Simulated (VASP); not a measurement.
An input for Ansatz (written as the equivalent of a VASP run, and not itself run):

Ansatz 0.2 input:
```yaml
crystal:
  lattice:
    - [0.0000000, 3.2147610, 3.2147610]
    - [3.2147610, 0.0000000, 3.2147610]
    - [3.2147610, 3.2147610, 0.0000000]
  atoms:
    - { symbol: K, position: [0.0000000, 0.0000000, 0.0000000] }
    - { symbol: Cl, position: [0.5000000, 0.5000000, 0.5000000] }
kpoints:
  mp_grid: { grid: [1, 1, 1] }
hamiltonian:
  xc: pbe
  pseudopotentials: { kind: paw }
scf:
  occupations: { method: fermi_dirac, width: 0.272 }
  max_iter: 100
output: { forces: true, stress: true, eigenvalues: true }
```

Task: Translate this input to VASP (INCAR, KPOINTS, POSCAR, choice of POTCAR).

Result: This is not unique; one that fits is 
File POSCAR:
```
KCl
4.5463590
  0.0000000000   0.7071067199   0.7071067199
  0.7071067199   0.0000000000   0.7071067199
  0.7071067199   0.7071067199   0.0000000000
K Cl
1 1
Cart
  0.0000000000   0.0000000000   0.0000000000
  0.7071067199   0.7071067199   0.7071067199
```

INCAR:
```
NELM = 100   ! most electronic steps
LREAL = F
LASPH = T   ! aspherical one-centre terms
ISIF = 2   ! forces and stress, cell fixed
ALGO = Normal
LWAVE = F
SYSTEM = KCl
ISMEAR = -1   ! Fermi-Dirac
ENCUT = 180
PREC = Accurate
LCHARG = F
EDIFF = 1E-6
SIGMA = 0.272   ! width (eV)
GGA = PE
```

**KPOINTS**
```
Automatic mesh
0
gamma
1 1 1
0 0 0
```

POTCAR, in this order: K_sv Cl (PBE.64 set). Program: vasp_std.

What does not carry over: each code has its own PAW files, so the cut-off isn't converted (ENCUT is set for VASP's; basis.ecutwfc is left out, and Ansatz then takes the one that its files recommend); Ansatz stops its SCF on the density residual and VASP on the energy change (EDIFF).

The structure comes from a computed database's KCl entry; how it stands against other phases isn't given here. The cell was not relaxed at this level. The k-mesh is coarse (spacing up to 1.69 per Å, 2π included), so the numbers may not be converged in it. The run is one of a series of settings (ENCUT = 180, ISMEAR = -1, SIGMA = 0.272, KPOINTS 1×1×1 Γ-centred mesh against the base run), some of them coarse on purpose.
